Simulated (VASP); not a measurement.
Output of a VASP run:

OSZICAR:
```
...
DAV:  10    -0.163658037657E+02   -0.65458E+03   -0.77834E+00  2039   0.270E+02    0.930E-01
DAV:  11    -0.164758469941E+02   -0.11004E+00   -0.28741E+00  1976   0.981E+00    0.293E-01
DAV:  12    -0.164732202420E+02    0.26268E-02   -0.22632E-03  2711   0.443E-01    0.146E-01
DAV:  13    -0.164770214664E+02   -0.38012E-02   -0.16819E-03  2261   0.395E-01    0.150E-01
DAV:  14    -0.164772925958E+02   -0.27113E-03   -0.83436E-05  2501   0.914E-02    0.115E-01
DAV:  15    -0.164771961644E+02    0.96431E-04   -0.39430E-05  2379   0.509E-02    0.104E-01
DAV:  16    -0.164772643602E+02   -0.68196E-04   -0.15674E-05  2221   0.493E-02    0.100E-01
DAV:  17    -0.164772699267E+02   -0.55665E-05   -0.70488E-07  2446   0.952E-03    0.999E-02
DAV:  18    -0.164772639461E+02    0.59806E-05   -0.17798E-06  2196   0.175E-02    0.894E-02
DAV:  19    -0.164772686424E+02   -0.46963E-05   -0.55245E-07  2176   0.101E-02    0.893E-02
DAV:  20    -0.164772657137E+02    0.29286E-05   -0.17092E-06  2156   0.134E-02    0.853E-02
DAV:  21    -0.164772672087E+02   -0.14950E-05   -0.82371E-07  2341   0.814E-03    0.804E-02
DAV:  22    -0.164772675859E+02   -0.37711E-06   -0.23185E-07  2171   0.448E-03    0.777E-02
DAV:  23    -0.164772678377E+02   -0.25188E-06   -0.57385E-08  1373   0.247E-03    0.718E-02
DAV:  24    -0.164772684648E+02   -0.62708E-06   -0.79523E-08  1223   0.321E-03    0.521E-02
DAV:  25    -0.164772687109E+02   -0.24612E-06   -0.15003E-07  1593   0.461E-03    0.325E-02
DAV:  26    -0.164772687129E+02   -0.19479E-08   -0.11331E-07  1327   0.316E-03
   1 F= -.16477269E+02 E0= -.16476206E+02  d E =-.164773E+02
       N       E                     dE             d eps       ncg     rms          rms(c)
DAV:   1    -0.164801607338E+02   -0.28920E-02   -0.11083E-01  1976   0.254E+00    0.214E-01
DAV:   2    -0.164787423184E+02    0.14184E-02   -0.23362E-03  2571   0.514E-01    0.134E-01
DAV:   3    -0.164783092392E+02    0.43308E-03   -0.73699E-04  2389   0.238E-01    0.833E-02
DAV:   4    -0.164782412045E+02    0.68035E-04   -0.17514E-04  2437   0.113E-01    0.246E-02
DAV:   5    -0.164782875894E+02   -0.46385E-04   -0.90070E-05  1996   0.107E-01    0.161E-02
DAV:   6    -0.164782999399E+02   -0.12350E-04   -0.12332E-05  2051   0.322E-02    0.584E-03
DAV:   7    -0.164783005248E+02   -0.58498E-06   -0.33639E-06  2251   0.137E-02    0.319E-03
DAV:   8    -0.164783021573E+02   -0.16325E-05   -0.64008E-07  2181   0.624E-03    0.440E-04
DAV:   9    -0.164783021333E+02    0.24078E-07   -0.18447E-08  1198   0.144E-03
   2 F= -.16478302E+02 E0= -.16477381E+02  d E =-.103342E-02
       N       E                     dE             d eps       ncg     rms          rms(c)
DAV:   1    -0.164811024082E+02   -0.28003E-02   -0.14267E-01  1976   0.288E+00    0.245E-01
DAV:   2    -0.164792401793E+02    0.18622E-02   -0.30302E-03  2566   0.584E-01    0.155E-01
DAV:   3    -0.164786741940E+02    0.56599E-03   -0.95700E-04  2366   0.269E-01    0.968E-02
DAV:   4    -0.164785870601E+02    0.87134E-04   -0.22813E-04  2470   0.128E-01    0.282E-02
DAV:   5    -0.164786462333E+02   -0.59173E-04   -0.11358E-04  1996   0.120E-01    0.184E-02
DAV:   6    -0.164786615165E+02   -0.15283E-04   -0.15310E-05  2061   0.358E-02    0.667E-03
DAV:   7    -0.164786620812E+02   -0.56470E-06   -0.44456E-06  2186   0.158E-02    0.416E-03
DAV:   8    -0.164786644083E+02   -0.23271E-05   -0.90997E-07  2156   0.747E-03    0.465E-04
DAV:   9    -0.164786643712E+02    0.37114E-07   -0.22138E-08  1383   0.155E-03
   3 F= -.16478664E+02 E0= -.16477978E+02  d E =-.139566E-02
```

**OUTCAR**
```
------------------------ aborting loop because EDIFF is reached ----------------------------------------
  FORCE on cell =-STRESS in cart. coord.  units (eV):
  Direction    XX          YY          ZZ          XY          YZ          ZX
  --------------------------------------------------------------------------------------
  Total       -0.4650238     -0.4650238     -0.4778293      0.0000000      0.0000000      0.0000000
  in kB      -11.6371395    -11.6371381    -11.9575934      0.0000000      0.0000000      0.0000000
  external PRESSURE =     -11.7439570 kB  Pullay stress =       0.0000000 kB
  volume of cell :       64.02
      direct lattice vectors                 reciprocal lattice vectors
     1.808003896 -3.131554417 -0.000000000     0.276548077 -0.159665116  0.000000000
     1.808003896  3.131554417 -0.000000000     0.276548077  0.159665116  0.000000000
     0.000000000  0.000000000  5.653927500     0.000000000  0.000000000  0.176868204
 POSITION                                       TOTAL-FORCE (eV/Angst)
 -----------------------------------------------------------------------------------
      1.80800      1.04385      1.41348        -0.000000     -0.000000     -0.000000
      1.80800     -1.04385      4.24045         0.000000      0.000000      0.000000
 -----------------------------------------------------------------------------------
    total drift:                                0.000004      0.000103     -0.000011
  FREE ENERGIE OF THE ION-ELECTRON SYSTEM (eV)
  ---------------------------------------------------
  free  energy   TOTEN  =       -16.4786643712 eV

  energy  without entropy=      -16.4766060679  energy(sigma->0) =      -16.47797827

 reached required accuracy - stopping structural energy minimisation
```
(Selected blocks of OUTCAR.)

File POSCAR:
```
Dy
1
    1.8170613299    -3.1472423409     0.0000000000
    1.8170613299     3.1472423409     0.0000000000
    0.0000000000     0.0000000000     5.5977021829
Dy
2
Direct
  0.3333330000   0.6666670000   0.2500000000
  0.6666670000   0.3333330000   0.7500000000
```

Q: Reconstruct the remaining input files.

A: One answer among several that fit: the input of the run itself, TPSS meta-GGA, plane waves, VASP's PBE PAW potentials (set 64).

KPOINTS:
```
Automatic mesh
0
Gamma
12 12 7
0 0 0
```

INCAR:
```
ALGO=Normal
EDIFF=1E-7
EDIFFG=-0.01
ENCUT=520
IBRION=2
ISIF=4
ISMEAR=1
LASPH=.TRUE.
LCHARG=.FALSE.
LMAXMIX=6
LMIXTAU=.TRUE.
LREAL=.FALSE.
LWAVE=.FALSE.
METAGGA=TPSS
NELM=100
NSW=30
PREC=Accurate
SIGMA=0.1
SYSTEM=Dy
```

POTCAR, in this order: Dy_3 (PBE.64 set). Program: vasp_std.

The 4f electrons are frozen in the core of the lanthanide potential, so 4f levels, which can set the real gap, and their magnetism are missing.

The compound is Dy in the hcp structure. This cell is one point of a volume scan, at 1.03 of the reference volume. Symmetry was kept, so distortions that lower it aren't found.
